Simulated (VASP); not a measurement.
# Al2W3 (P-6m2) in VASP: further runs

Runs on Al2W3. Level: PBE. Tasks: relaxation of cell and atoms.

All numbers are computed with VASP 6.6.1; they aren't measurements. Logs are shortened: lines on timing, memory, paths and dates and some standing lists are left out, and cuts for length are marked.

## Step 1: The crystal as given

Symmetry: P-6m2, No. 187, hexagonal system. The conventional cell has a = 4.193 Å, b = 4.193 Å, c = 5.148 Å, α = 90.00°, β = 90.00°, γ = 120.00°. Around Al (site symmetry -6m2) lie 8 W at 2.57 to 2.73 Å. Around Al (site symmetry -6m2) lie 9 W at 2.42 to 2.75 Å. W (site symmetry 3m) has 5 W at 2.53 to 2.75 Å and 6 Al at 2.73 to 2.75 Å as nearest neighbours. W (site symmetry -6m2) is surrounded by 5 Al at 2.42 to 2.57 Å and 6 W at 2.75 Å.

The cell was built by a generator and needn't be a form met in nature.

## Step 2: Relaxation of cell and atoms, PBE

Input file INCAR:

```
PREC = Normal
ENCUT = 520
EDIFF = 1E-4
ISMEAR = 0
SIGMA = 0.15
LREAL = F
LASPH = T
NELM = 60
ALGO = Fast
ISIF = 3
LWAVE = F
LCHARG = F
GGA = PE
IBRION = 2
NSW = 24
EDIFFG = -0.08
```

Input file KPOINTS:

```
Automatic mesh
0
Gamma
  5 5 4
```

Input file POSCAR:

```
Al2W3
1.0
    4.1926352300      0.0000000000      0.0000000000
   -2.0963176200      3.6309286200      0.0000000000
    0.0000000000      0.0000000000      5.1484041400
Al W
2 3
Direct
    0.6666666700      0.3333333300      0.5000000000
    0.3333333300      0.6666666700      0.0000000000
    0.0000000000      0.0000000000      0.7454000100
    0.0000000000      0.0000000000      0.2545999900
    0.6666666700      0.3333333300      0.0000000000
```

Potentials or basis: VASP PAW PBE potentials, release 64 (Al, W_sv).

Command:

```
> cat potpaw_PBE.64/Al/POTCAR potpaw_PBE.64/W_sv/POTCAR > POTCAR
> mpirun -np 1 vasp_std > vasp.out
```

OUTCAR:

```text
PREC = Normal
   ENCUT = 520
   EDIFF = 1E-4
   ISMEAR = 0
   LREAL = F
   LASPH = T
   NELM = 60
   ISIF = 3
   GGA = PE
   IBRION = 2
   NSW = 24
   EDIFFG = -0.08

 ion  position               nearest neighbor table
   1  0.667  0.333  0.500-   5 2.57   5 2.57   3 2.73   4 2.73   3 2.73   4 2.73   3 2.73   4 2.73

   2  0.333  0.667  0.000-   5 2.42   5 2.42   5 2.42   3 2.75   4 2.75   4 2.75   3 2.75   4 2.75
                             3 2.75
   3  0.000  0.000  0.745-   4 2.53   4 2.62   1 2.73   1 2.73   1 2.73   5 2.75   2 2.75   5 2.75
                             2 2.75   5 2.75   2 2.75
   4  0.000  0.000  0.255-   3 2.53   3 2.62   1 2.73   1 2.73   1 2.73   2 2.75   5 2.75   5 2.75
                             2 2.75   5 2.75   2 2.75
   5  0.667  0.333  0.000-   2 2.42   2 2.42   2 2.42   1 2.57   1 2.57   3 2.75   4 2.75   3 2.75
                             4 2.75   3 2.75   4 2.75

  LATTYP: Found a hexagonal cell.
 ALAT       =     4.1926352300
 C/A-ratio  =     1.2279637645

  Lattice vectors:

 A1 = (   4.1926352300,   0.0000000000,   0.0000000000)
 A2 = (  -2.0963176200,   3.6309286200,   0.0000000000)
 A3 = (   0.0000000000,   0.0000000000,   5.1484041400)

Analysis of symmetry for initial positions (statically):
=====================================================================
 Subroutine PRICEL returns:
 Original cell was already a primitive cell.

 Routine SETGRP: Setting up the symmetry group for a
 hexagonal supercell.

 Subroutine GETGRP returns: Found 12 space group operations
 (whereof 12 operations were pure point group operations)
 out of a pool of 24 trial point group operations.

The static configuration has the point symmetry D_3h.

Analysis of symmetry for dynamics (positions and initial velocities):
=====================================================================
 Subroutine PRICEL returns:
 Original cell was already a primitive cell.

 Routine SETGRP: Setting up the symmetry group for a
 hexagonal supercell.

 Subroutine GETGRP returns: Found 12 space group operations
 (whereof 12 operations were pure point group operations)
 out of a pool of 24 trial point group operations.

The dynamic configuration has the point symmetry D_3h.

 Subroutine INISYM returns: Found 12 space group operations
 (whereof 12 operations are pure point group operations),
 and found     1 'primitive' translations

[... 95 lines left out ...]
   NFREE  =      1    steps in history (QN), initial steepest desc. (CG)
   ISIF   =      3    stress and relaxation
   ISYM   =      2    0-nonsym 1-usesym 2-fastsym
   POTIM  = 0.5000    time-step for ionic-motion
   TEBEG  =    0.0;   TEEND  =   0.0 temperature during run
   PSTRESS=    0.0 pullay stress
   NELECT =      48.0000    total number of electrons
   NUPDOWN=      -1.0000    fix difference up-down
   EMIN   =  10.00;   EMAX   =-10.00  energy-range for DOS
   EFERMI =   0.00;   METHOD = LEGACY
   ISMEAR =     0;   SIGMA  =   0.15  broadening in eV -4-tet -1-fermi 0-gaus
   EFERMI_NEDOS =   21; number of points for ismear=-14 and -15
   IALGO  =     68    algorithm
   IMIX   =      4    mixing-type and parameters
     AMIX     =   0.40;   BMIX     =  1.00
     AMIX_MAG =   1.60;   BMIX_MAG =  1.00
  volume/ion in A,a.u.               =      15.67       105.78
  Fermi-wavevector in a.u.,A,eV,Ry     =   1.390260  2.627211 26.297661  1.932824
  Thomas-Fermi vector in A             =   2.514212
   LORBIT       =      0    0 simple, 1 ext, 2 COOP (PROOUT), +10 PAW based schemes
   GGA     = PE    functional components
   LHFCALC =     F    Hartree Fock is set to
   AEXX    =    0.0000 exact exchange contribution
   IVDW    =     0    specifies the selected vdW correction
   LEPSILON=     F    determine dielectric tensor
   LRPA    =     F    only Hartree local field effects (RPA)
 conjugate gradient relaxation of ions
 non-spin polarized calculation
 RMM-DIIS sequential band-by-band and
 Gauss-broadening in eV      SIGMA  =   0.15
  energy-cutoff  :      520.00
  volume of cell :       78.37
 maximum number of plane-waves:      2149
   NGX = 15   NGY = 15   NGZ = 19

--------------------------------------- Ionic step        1  -------------------------------------------

 number of electron      47.9999973 magnetization

 Free energy of the ion-electron system (eV)
  ---------------------------------------------------
  ext. energy  EPLUGINS =         0.00000000
  ---------------------------------------------------
  free energy    TOTEN  =       -43.92766403 eV

  energy without entropy =      -43.91070861  energy(sigma->0) =      -43.91918632

------------------------ aborting loop because EDIFF is reached ----------------------------------------

  FORCE on cell =-STRESS in cart. coord.  units (eV):
  Direction    XX          YY          ZZ          XY          YZ          ZX
  --------------------------------------------------------------------------------------
  -------------------------------------------------------------------------------------
  Total       15.2044400     15.2044400      9.4744529     -0.0000000     -0.0000000      0.0000000
  in kB      310.8161592    310.8161596    193.6811265     -0.0000004     -0.0000000      0.0000000
  external PRESSURE =     271.7711484 kB  Pullay stress =       0.0000000 kB
[... 98 lines left out ...]
  FREE ENERGIE OF THE ION-ELECTRON SYSTEM (eV)
  ---------------------------------------------------
  free  energy   TOTEN  =       -44.7299364474 eV

  energy  without entropy=      -44.7138042772  energy(sigma->0) =      -44.72187036

[... ionic steps 4 to 7 ...]

--------------------------------------- Ionic step        8  -------------------------------------------

 number of electron      47.9999959 magnetization

------------------------ aborting loop because EDIFF is reached ----------------------------------------
[... 73 lines left out ...]
--------------------------------------- Ionic step       10  -------------------------------------------

 number of electron      47.9999960 magnetization

 Free energy of the ion-electron system (eV)
  ---------------------------------------------------
  ext. energy  EPLUGINS =         0.00000000
  ---------------------------------------------------
  free energy    TOTEN  =       -44.76881117 eV

  energy without entropy =      -44.75258260  energy(sigma->0) =      -44.76069689

 E-fermi :   8.0607     XC(G=0): -11.6171

 val. band max:        8.0421800738   @ k =   0.4000   0.2000   0.5000
 cond. band min:       8.1643322652   @ k =   0.4000   0.2000   0.0000
 fundamental gap:      0.1221521914
 Fermi energy:         8.0606850027

 k-point     1 :       0.0000    0.0000    0.0000
  band No.  band energies     occupation
      1     -65.5392      2.00000
      2     -65.4263      2.00000
      3     -65.1084      2.00000
      4     -30.3320      2.00000
      5     -29.8758      2.00000
      6     -29.8758      2.00000
[... 486 lines left out ...]
  FREE ENERGIE OF THE ION-ELECTRON SYSTEM (eV)
  ---------------------------------------------------
  free  energy   TOTEN  =       -44.7688111708 eV

  energy  without entropy=      -44.7525826020  energy(sigma->0) =      -44.76069689

 reached required accuracy - stopping structural energy minimisation
```

CONTCAR:

```text
Al2W3
   1.00000000000000
     4.4241213943435005   -0.0000000003234717   -0.0000000000000000
    -2.2120607027279489    3.8314015194454361   -0.0000000000000000
    -0.0000000000000000   -0.0000000000000000    5.2125713415940691
  Al              W
     2     3
Direct
     0.6666666699999979    0.3333333300000021    0.5000000000000000
     0.3333333300000021    0.6666666699999979    0.0000000000000000
     1.0000000000000000    0.0000000000000000    0.7443905240808897
     0.0000000000000000    0.0000000000000000    0.2556094759191102
     0.6666666699999979    0.3333333300000021    1.0000000000000000

  0.00000000E+00  0.00000000E+00  0.00000000E+00
  0.00000000E+00  0.00000000E+00  0.00000000E+00
  0.00000000E+00  0.00000000E+00  0.00000000E+00
  0.00000000E+00  0.00000000E+00  0.00000000E+00
  0.00000000E+00  0.00000000E+00  0.00000000E+00
```

Wall time 1.7 min (1 thread of Intel Xeon Platinum 8259CL at 2.50GHz (Skylake/Cascade Lake), shared host); peak memory 0.17 GiB.

Results:

- Free energy: -44.7688 eV
- Relaxed volume: 17.67 Å³/atom
- Relaxed cell: a = 4.424 Å, b = 4.424 Å, c = 5.213 Å, α = 90.00°, β = 90.00°, γ = 120.00°
- Space group after relaxing (to 0.05 Å): P-6m2 (No. 187)
- Energy gained by relaxing: 168.2 meV/atom
- Ionic steps: 10
- Pressure after relaxing: 0.0 GPa
- Largest force after relaxing: 0.013 eV/Å
- Band gap on the k mesh: none (metal or under the smearing width)

Forces on the atoms (eV/Å):
```
Al   0.000  0.000  0.000
Al   0.000  0.000  0.000
W    0.000  0.000 -0.013
W    0.000  0.000  0.013
W    0.000  0.000  0.000
```

Step by step:
```csv
step,energy change (eV),largest force (eV/Å),pressure (GPa),volume (Å³)
1,0.0000,0.5828,27.18,78.37
2,1.6212,0.2060,-26.03,112.48
3,-0.8023,0.0746,-2.22,89.22
4,-0.8060,0.0564,-0.74,88.55
5,-0.8360,0.1192,0.37,88.27
6,-0.8409,0.0969,-0.06,88.35
7,-0.8409,0.0936,-0.03,88.35
8,-0.8395,0.1067,0.15,88.31
9,-0.8408,0.1047,0.01,88.34
10,-0.8411,0.0129,-0.04,88.36
```

Final structure:
```xyz
5
Lattice="4.4241 0.0000 0.0000 -2.2121 3.8314 0.0000 0.0000 0.0000 5.2126" Properties=species:S:1:pos:R:3 pbc="T T T"
Al    2.2121    1.2771    2.6063
Al    0.0000    2.5543    0.0000
W     4.4241    0.0000    3.8802
W     0.0000    0.0000    1.3324
W     2.2121    1.2771    5.2126
```

Caveat: the relaxation stopped at a loose force limit of 0.08 eV/Å, so its end isn't a converged minimum.

## Step 3: Relaxation of cell and atoms, PBE

This run uses another cell than the first one, of 20.32 Å³/atom, 1.296 times its volume.

INCAR is that of step 2.

Input file KPOINTS:

```
Automatic mesh
0
Gamma
  4 4 4
```

Input file POSCAR:

```
Al2W3
1.0
    4.6663019000      0.0000000000      0.0000000000
    0.0000000000      4.6663019000      0.0000000000
    0.0000000000      0.0000000000      4.6663019000
Al W
2 3
Direct
    0.5000000000      0.5000000000      0.5000000000
    0.0000000000      0.0000000000      0.0000000000
    0.0000000000      0.5000000000      0.5000000000
    0.5000000000      0.0000000000      0.5000000000
    0.5000000000      0.5000000000      0.0000000000
```

Potentials or basis: VASP PAW PBE potentials, release 64 (Al, W_sv).

Command:

```
> cat potpaw_PBE.64/Al/POTCAR potpaw_PBE.64/W_sv/POTCAR > POTCAR
> mpirun -np 1 vasp_std > vasp.out
```

Run time: 44 s. Hardware: 1 thread of Intel Xeon Platinum 8259CL at 2.50GHz (Skylake/Cascade Lake), shared host; peak memory 0.17 GiB.

The run converged. Its results:

```yaml
Free_energy: -37.4505 eV
Relaxed_volume: 18.79 Å³/atom
Relaxed_cell: a = 4.546 Å, b = 4.546 Å, c = 4.546 Å, α = 90.00°, β = 90.00°, γ = 90.00°
Space_group_after_relaxing_to_0.05_Å: Pm-3m (No. 221)
Energy_gained_by_relaxing: 52.1 meV/atom
Ionic_steps: 3
Pressure_after_relaxing: -0.5 GPa
Band_gap_on_the_k_mesh: none (metal or under the smearing width)
```

Step by step:
| step | energy change (eV) | largest force (eV/Å) | pressure (GPa) | volume (Å³) |
| --- | --- | --- | --- | --- |
| 1 | 0.0000 | 0.0000 | -10.03 | 101.61 |
| 2 | 0.2828 | 0.0000 | 19.68 | 84.03 |
| 3 | -0.2606 | 0.0000 | -0.51 | 93.95 |

Final structure:
```
CELL_PARAMETERS angstrom
4.54599 0.00000 0.00000
0.00000 4.54599 0.00000
0.00000 0.00000 4.54599
ATOMIC_POSITIONS crystal
Al 0.50000 0.50000 0.50000
Al 0.00000 0.00000 0.00000
W 0.00000 0.50000 0.50000
W 0.50000 0.00000 0.50000
W 0.50000 0.50000 0.00000
```

Levels at points of the mesh, in eV from the Fermi level:
```
           k point  band 21  band 22  band 23  band 24  band 25  band 26  band 27  band 28
(0.00, 0.00, 0.00)    -0.58    -0.58     0.39     0.39     0.57     0.57     0.57     3.31
(0.50, 0.00, 0.00)    -1.98    -1.15    -0.33    -0.10     0.44     0.44     0.46     0.86
(0.50, 0.50, 0.00)    -1.36    -1.36    -0.39    -0.38    -0.38     0.50     0.97     1.20
(0.50, 0.50, 0.50)    -0.71    -0.71    -0.71    -0.54    -0.54    -0.54     1.26     1.26
```

Caveat: the relaxation stopped at a loose force limit of 0.08 eV/Å, so its end isn't a converged minimum. Spin-orbit coupling is left out, which matters for the levels of W.
